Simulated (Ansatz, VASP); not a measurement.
## Ba (Barium): VASP beside Ansatz

Aim: how closely do two programs agree when they are given the same cell, functional and k mesh? The cell is taken from a series of VASP runs on this material, whose earlier steps may have relaxed, scaled or displaced it; both programs get it as it stands.

Method: plane waves, with VASP 6.6.1 beside it; relaxation of cell and atoms at LDA, in Ansatz 0.2.0.

### Step 1. Starting point

It takes space group Im-3m (No. 229, cubic). The conventional cell has a = 4.772 Å, b = 4.772 Å, c = 4.772 Å, α = 90.00°, β = 90.00°, γ = 90.00°. Nearest to Ba lie 8 Ba at 4.13 Å.

### Step 2. VASP: relaxation of cell and atoms, LDA

The relaxed volume is the usual yardstick between codes: its relative difference is about their pressure difference at one cell divided by the bulk modulus.

Lines of VASP's logs that name or quote its potential files are left out, and so is its time.

INCAR reads:

```
SYSTEM = Ba
PREC = Accurate
ENCUT = 520
EDIFF = 1E-07
NELM = 100
ISMEAR = 1
SIGMA = 0.15
LREAL = .FALSE.
ALGO = Normal
GGA = CA
NBANDS = 11
LORBIT = 11
LWAVE = .FALSE.
LCHARG = .FALSE.
KPAR = 4
IBRION = 2
NSW = 50
ISIF = 3
EDIFFG = -0.005
LASPH = .TRUE.
```

POSCAR reads:

```
Ba
1.0
   -2.3857585822      2.3857585822      2.3857585822
    2.3857585822     -2.3857585822      2.3857585822
    2.3857585822      2.3857585822     -2.3857585822
Ba
1
Direct
    0.0000000000      0.0000000000      0.0000000000
```

KPOINTS reads:

```
Automatic mesh
0
Gamma
14 14 14
0 0 0
```

The projector-augmented-wave data sets are Ba_sv (LDA family, release 64).

On the command line:

```
$ mpirun -np 4 vasp_std
```

Numbers of over 12 decimals in the logs are rounded to 6 here.

The log of the run:

```text
[banner, memory and clock lines left out]
running    4 mpi-ranks, on    1 nodes
 distrk:  each k-point on    1 cores,    4 groups
 distr:  one band on    1 cores,    1 groups

 POSCAR found type information on POSCAR Ba
 POSCAR found :  1 types and       1 ions
 LDA part: xc-table for (Slater(with rela. corr.)+CA(PZ))
 , standard interpolation
 POSCAR, INCAR and KPOINTS ok, starting setup
 FFT: planning ... GRIDC
 FFT: planning ... GRID_SOFT
 FFT: planning ... GRID
 WAVECAR not read
 entering main loop
       N       E                     dE             d eps       ncg     rms          rms(c)
DAV:   1     0.515457112503E+02    0.51546E+02   -0.44470E+03  2288   0.773E+02
DAV:   2     0.197626535592E+00   -0.51348E+02   -0.49861E+02  2706   0.139E+02
DAV:   3    -0.218086550667E+01   -0.23785E+01   -0.23608E+01  2945   0.297E+01
DAV:   4    -0.225878593182E+01   -0.77920E-01   -0.77804E-01  3041   0.491E+00
DAV:   5    -0.226087360303E+01   -0.20877E-02   -0.20875E-02  3031   0.633E-01    0.202E+00
DAV:   6    -0.225360159550E+01    0.72720E-02   -0.57561E-03  3044   0.627E-01    0.118E+00
DAV:   7    -0.224959641707E+01    0.40052E-02   -0.84563E-03  3344   0.766E-01    0.596E-02
DAV:   8    -0.224964676643E+01   -0.50349E-04   -0.16728E-04  2794   0.702E-02    0.105E-02
DAV:   9    -0.224964930439E+01   -0.25380E-05   -0.79176E-06  3203   0.150E-02    0.205E-03
DAV:  10    -0.224964905941E+01    0.24498E-06   -0.33597E-07  2825   0.317E-03    0.114E-03
DAV:  11    -0.224964907331E+01   -0.13904E-07   -0.24683E-08  1710   0.984E-04
   1 F= -.22496491E+01 E0= -.22497648E+01  d E =-.224965E+01
 curvature:   0.00 expect dE= 0.000E+00 dE for cont linesearch  0.000E+00
 trial: gam= 0.00000 g(F)=  0.312E-64 g(S)=  0.102E-05 ort = 0.000E+00 (trialstep = 0.100E+01)
 search vector abs. value=  0.102E-05
 reached required accuracy - stopping structural energy minimisation
```

OUTCAR, selected parts (step 2):

```text
ion  position               nearest neighbor table
   1  0.000  0.000  0.000-

  LATTYP: Found a body centered cubic cell.
 ALAT       =     4.7715171644

 Subroutine GETGRP returns: Found 48 space group operations
 (whereof 48 operations were pure point group operations)

The static configuration has the point symmetry O_h .

 Found    104 irreducible k-points:

   k-points           NKPTS =    104   k-points in BZ     NKDIM =    104   number of bands    NBANDS=     11

   dimension x,y,z NGX =    32 NGY =   32 NGZ =   32
   dimension x,y,z NGXF=    64 NGYF=   64 NGZF=   64

   ENCUT  =  520.0 eV  38.22 Ry    6.18 a.u.   7.68  7.68  7.68*2*pi/ulx,y,z

   NELECT =      10.0000    total number of electrons

 k-points in reciprocal lattice and weights: Automatic mesh
   0.00000000  0.00000000  0.00000000       0.000
   0.07142857  0.00000000  0.00000000       0.004
   0.14285714  0.00000000  0.00000000       0.004
   0.21428571  0.00000000  0.00000000       0.004
   0.28571429  0.00000000  0.00000000       0.004
   0.35714286  0.00000000  0.00000000       0.004
   0.42857143  0.00000000  0.00000000       0.004
   0.50000000  0.00000000  0.00000000       0.002
   0.07142857  0.07142857  0.00000000       0.009
[...]
0.50000000  0.50000000  0.42857143       0.004
   0.50000000  0.50000000  0.50000000       0.000

 average (electrostatic) potential at core
       1 -37.9870

 E-fermi :   1.9133

 k-point     1 :       0.0000    0.0000    0.0000
  band No.  band energies     occupation
      1     -26.6481      2.00000
      2     -11.4959      2.00000
      3     -11.4959      2.00000
      4     -11.4959      2.00000
      5      -0.8615      2.00000
      6       3.8614     -0.00000
      7       3.8614     -0.00000
      8       3.8614     -0.00000
      9       5.5379      0.00000
     10       5.5379      0.00000
    ...

 k-point     2 :       0.0714    0.0000    0.0000
  band No.  band energies     occupation
      1     -26.6440      2.00000
      2     -11.5369      2.00000
      3     -11.5080      2.00000
      4     -11.4962      2.00000
      5      -0.7451      2.00000
      6       3.7675     -0.00000
      7       3.8188     -0.00000
      8       3.9788     -0.00000
      9       5.3688      0.00000
     10       5.5268      0.00000
    ...

 k-point     3 :       0.1429    0.0000    0.0000
  band No.  band energies     occupation
      1     -26.6326      2.00000
      2     -11.6491      2.00000
      3     -11.5416      2.00000
      4     -11.4973      2.00000
      5      -0.4185      2.00000
      6       3.5302     -0.00000
      7       3.6365     -0.00000
      8       4.3264     -0.00000
      9       5.1508      0.00000
     10       5.5153      0.00000
    ...

  Total        0.0026485      0.0026485      0.0026485      0.0000000      0.0000000     -0.0000000
  in kB        0.0781230      0.0781230      0.0781230      0.0000000      0.0000000     -0.0000000
  external PRESSURE =       0.0781230 kB  Pullay stress =       0.0000000 kB

  energy-cutoff  :      520.00
  volume of cell :       54.32
      direct lattice vectors                 reciprocal lattice vectors
    -2.385758582  2.385758582  2.385758582     0.000000000  0.209576947  0.209576947
     2.385758582 -2.385758582  2.385758582     0.209576947  0.000000000  0.209576947
     2.385758582  2.385758582 -2.385758582     0.209576947  0.209576947  0.000000000

 POSITION                                       TOTAL-FORCE (eV/Angst)
 -----------------------------------------------------------------------------------
      0.00000      0.00000      0.00000         0.000000     -0.000000      0.000000
 -----------------------------------------------------------------------------------
    total drift:                               -0.000000      0.000000     -0.000000

  FREE ENERGIE OF THE ION-ELECTRON SYSTEM (eV)
  ---------------------------------------------------
  free  energy   TOTEN  =        -2.2496490733 eV

  energy  without entropy=       -2.2499962260  energy(sigma->0) =       -2.24976479

 reached required accuracy - stopping structural energy minimisation

 total charge
# of ion       s       p       d       tot
------------------------------------------
    1        2.080   5.522   0.340   7.942

[... 3 further parts left out ...]
```

CONTCAR:

```
Ba
   1.00000000000000
    -2.3857585821999998    2.3857585821999998    2.3857585821999998
     2.3857585821999998   -2.3857585821999998    2.3857585821999998
     2.3857585821999998    2.3857585821999998   -2.3857585821999998
  Ba
     1
Direct
     0.0000000000000000    0.0000000000000000    0.0000000000000000
```

### Step 3. Ansatz: relaxation of cell and atoms, LDA

Ansatz runs on its default PAW (the set named soft_2) files.

The same cell, functional (in two slightly different forms), mesh and smearing now go to Ansatz, which takes its cutoff from its data sets.

input.yaml reads:

```yaml
crystal:
  lattice:
    - [-2.3857585822, 2.3857585822, 2.3857585822]
    - [2.3857585822, -2.3857585822, 2.3857585822]
    - [2.3857585822, 2.3857585822, -2.3857585822]
  atoms:
    - { symbol: Ba, position: [0.0, 0.0, 0.0] }
hamiltonian:
  xc: lda
  pseudopotentials: { kind: paw }
kpoints:
  mp_grid: { grid: [14, 14, 14] }
scf:
  occupations: { method: methfessel_paxton, width: 0.15 }
relax:
  f_tol: 0.01
  max_steps: 60
  cell: { stress_tol: 0.05 }
output:
  forces: true
  stress: true
```

On the command line:

```
$ ansatz run input.yaml --threads 4 --pin off --max-ram 9216MiB --backend cpu --events-out ev --progress --plain --runs-dir out
```

The log of the run:

```text
Engine: ansatz 0.2.0, aarch64-unknown-linux-gnu
Pseudopotentials: kind: paw
Pseudopotential: Ba, paw, valence charge 10, recommended cutoff 420 eV (normal), Ba.paw.azcp
Functional definition: SPW92
  exchange = slater_x
  correlation = pw_c
Crystal: 1 atoms, lattice volume = 54.317 Å³
Basis set: ecut = 420 eV, 1055 PW (Γ)
Bands: 9, of which v1, the nominal top of the filled ones, is band 5 counted from 1 (4 counted from 0)
Symmetry: 48 space group operations
Space group: Im-3m (ITA 229), of the structure as read, at distance tolerance 3.8e-5 Å
k-points: 104 of 2744
Non-local potential: Ba, projectors of the file, l = 0: 3, l = 1: 2, l = 2: 2, l = 3: 2
PAW form: soft (Blöchl's): semilocal exchange-correlation on the pseudo side does not see the compensation charge
PAW frozen core: Ba, regenerated for the run's functional, and the local potential with it (the file was generated under x = pbe(κ = 0.804, μ = 0.219515), c = pbe(β = 0.066725))
PAW one-centre angular grid: Ba, 194 points (default); XC on 64 Gauss nodes
Initial density: superposition of atomic densities (neutral atoms: chi_scale 0, normalization atom), corrected by the library's trained network
Initial wavefunctions: pseudopotential atomic-orbital guess
Functional: x = slater, c = lda
SCF iter   1: F=—  HF=-5779.581769 eV  |F-HF|=—  |Δ(HF+E_count)|=         —  Δρ=3.48e-3  dr2=3.50e-3  ethr=1.77e-3  ⟨swp⟩=7.4  Hψ=8961  notcnv=0
preconditioner: auto → Kerker (q_TF=auto, 2.058 Å⁻¹)  [metal: Δε(μ)=0.014 eV  Ē_g=12.756 eV  σ=0.150 eV  W_gap=0.08  n_scr=12 (ndim 8)  ℏωp=14.3 eV  f_vac=0.000  D(μ)=1.26/eV (n_scr^D=12)]
SCF iter   2: F=—  HF=-5779.581281 eV  |F-HF|=—  |Δ(HF+E_count)|=   4.88e-4  S|Δr|=    0.00e0  Δρ=1.93e-3  dr2=1.19e-3  ethr=3.50e-5  ⟨swp⟩=2.0  Hψ=2087  notcnv=0
SCF iter   3: F=—  HF=-5779.581178 eV  |F-HF|=—  |Δ(HF+E_count)|=   1.04e-4  S|Δr|=    0.00e0  Δρ=2.85e-4  dr2=4.64e-5  ethr=1.19e-5  ⟨swp⟩=1.7  Hψ=1309  notcnv=0
SCF iter   4: F=—  HF=-5779.581188 eV  |F-HF|=—  |Δ(HF+E_count)|=   1.05e-5  S|Δr|=    0.00e0  Δρ=5.72e-5  dr2=1.90e-6  ethr=4.64e-7  ⟨swp⟩=1.4  Hψ=992  notcnv=0
SCF iter   5: F=-5779.581189 eV  HF=-5779.581189 eV  |F-HF|=8.02e-9  |Δ(HF+E_count)|=   6.67e-7  S|Δr|=    0.00e0  Δρ=7.57e-6  dr2=2.90e-8  ethr=1.00e-9  ⟨swp⟩=4.1  Hψ=3909  notcnv=0
SCF 1 converged in 5 iterations: F = -5779.581189 eV  dr2 = 2.90e-8
  greatest PAW one-centre occupation: 0.961 electrons in one spin orbital (limit 2), on the Ba atom at site 0 (counted from 0), in its partial waves of l = 0
relax step   1: F+E_penalty+E_count = -5779.58118873 eV  Δ(F+E_penalty+E_count) = +0.000e0 eV  max|allowed force component| = 0.000e0 eV/Å  Δτ_max = 0.0000 Å  P = -0.084 GPa  Ω = 54.317 Å³  (5 SCF iters, dr2 threshold 1.00e-7 eV, accepted)
[...]
relax step   2: F+E_penalty+E_count = -5779.58124537 eV  Δ(F+E_penalty+E_count) = -5.664e-5 eV  max|allowed force component| = 0.000e0 eV/Å  Δτ_max = 0.0000 Å  P = -0.060 GPa  Ω = 54.194 Å³  energy of the carried Pulay correction = +1.134e-6 eV  (3 SCF iters, dr2 threshold 1.75e-8 eV, accepted)
[...]
relax step   3: F+E_penalty+E_count = -5779.58130767 eV  Δ(F+E_penalty+E_count) = -6.230e-5 eV  max|allowed force component| = 0.000e0 eV/Å  Δτ_max = 0.0000 Å  P = +0.001 GPa  Ω = 53.875 Å³  energy of the carried Pulay correction = +4.075e-6 eV  (4 SCF iters, dr2 threshold 9.13e-9 eV, accepted)
[...]
relax step   4: F+E_penalty+E_count = -5779.58130390 eV  Δ(F+E_penalty+E_count) = +3.774e-6 eV  max|allowed force component| = 0.000e0 eV/Å  Δτ_max = 0.0000 Å  P = +0.001 GPa  Ω = 53.875 Å³  stress off target by 7.67e-4 GPa  SCF on the basis re-selected at this cell (its energy is not comparable with the rows above)  (4 SCF iters)
basis re-selected at this cell: Δ(F+E_penalty+E_count) = +3.774e-6 eV, ΔP = -0.000 GPa vs the last step (what re-selecting the basis moved, of the pressure what is left beyond the Pulay correction that the steps carried, after the strain that the cell walked since its last selection, with what the two solves' SCF thresholds leave and, on support functions, any second-order correction that the steps lacked; it is no measure of the basis error at this ecutwfc). This SCF's stress stands 7.67e-4 GPa from its target on what of the cell is left free (relax.cell.stress_tol is 5.00e-2 GPa) and its largest allowed force component is 0.00e0 eV/Å (relax.f_tol is 1.00e-2 eV/Å): [rest of the remark cut]
SCF converged after 4 iterations
Stability not checked: this state was not tested for a lower state beside it, because cold or Methfessel-Paxton smearing, or corrected tetrahedra, fill the levels in a way that the test cannot read (fill_not_monotonic; see scf.lower_state_search)
Free energy (F): -5779.581304 eV
Harris-Foulkes:  -5779.581304 eV  (|F-HF|=1.82e-12)
Internal energy: -5779.581476 eV  (E = F + TS)
E sigma→0 (E₀):  -5779.581347 eV
Entropy (-TS):   0.000173 eV (0.173 meV/atom)
Fermi energy:    6.812960 eV
--- Per-component energies (eV) ---
  E_band       = -72.681059
  E_kinetic    = 167.598443
  E_local      = -339.923754  (includes V_loc(G=0)·N_el)
  E_nonlocal   = 60.440936
  E_hartree    = 106.131842
  E_xc         = -165.688340
  E_vxc        = -134.335037  (∫ρ·V_xc dr)
  E_paw        = -5057.795296  (= ΣΔE_a)
  E_vpaw       = -38.725331  (= ΣTr[D̂ρ^β])
  E_aug_tail   = -0.000002  (compensation charges beyond the density's cutoff)
  E_ewald      = -550.627820
  E_core_change = 0.282516  (= ΣΔE_core)
  E_smearing   = 0.000173  (= −TS)
  E_closure    = -0.000000  (closes the sum)
  Σ components = -5779.581304   (vs F -5779.581304, Δ=0.00e0)
--- Forces (eV/Å), atoms counted from 1 ---
  atom   1  Ba     0.00000000    -0.00000000     0.00000000
  max |Σ_I F_I| component: 2.38e-31 eV/Å
--- Stress (GPa, compression-positive) ---
        0.000767       0.000000       0.000000
        0.000000       0.000767       0.000000
       -0.000000       0.000000       0.000767
  P = ⅓ Tr σ = 0.0008 GPa (0.008 kbar)
--- Relaxed structure (3 steps of the walk, 3 accepted, 1 SCFs on fresh bases) ---
  F+E_penalty+E_count = -5779.58130390 eV   max|allowed force component| = 0.000e0 eV/Å   (the final SCF, on the basis selected at the relaxed cell)
  cell:  # Å, volume = 53.8754 Å³
    - [-2.379269, 2.379269, 2.379269]
    - [2.379269, -2.379269, 2.379269]
    - [2.379269, 2.379269, -2.379269]
  atoms:
    - { symbol: Ba, position: [0.0, 0.0, 0.0] }
```

It took 2.8 s on 4 threads of Arm Neoverse V1, shared host; peak memory 0.37 GiB; 9.7 s of CPU time.

### Step 4. Comparison

Known differences besides the potentials themselves: the two LDA forms differ slightly; both relaxations stop at a tolerance, which leaves soft axes loose, and VASP keeps its plane-wave basis; the cutoff is 420 eV in Ansatz and 520 eV in VASP; VASP's log shows a relativistic correction to its local exchange, Ansatz's none; Ansatz adds a Pulay correction to the stress that steers its cell, VASP none. Total energies have different zeros and are not compared.

Compared:

```
                                         quantity  Ansatz   VASP  difference
                                      volume (Å³)   53.88  54.32     -0.81 %
edge a after relaxation, in the typed setting (Å)   4.121  4.132     -0.27 %
```

The walks stopped with 0.00 GPa left in Ansatz and 0.01 GPa in VASP; each walk ends within a tolerance, so the volume difference is uncertain by about these residues over the bulk modulus, most in soft cells.

### Step 5. Results

| Property | Result |
| --- | --- |
| difference in volume (relaxation of cell and atoms, LDA) | -0.81 % |

In words: The difference in volume is -0.81 % (relaxation of cell and atoms, LDA), within the 1.2 % picked in this series as the mark of a large difference, as far as the stopping tolerances let one tell. Such differences can come from data sets, numerical settings and the points named under the comparisons, not from the functional's error against experiment.

[Lines on the potential files, build, host, timing and source positions are cut from VASP's logs without a mark.]

[Logs are printed without paths, hosts, clocks, repeated set-up lines and the standing remarks that a program may print on its own settings, such as how far it seeks lower states.]

[Hosts, paths, dates, database ids (printed as entryN), source tags and the programs' standing remarks are cut or masked in the printed files.]
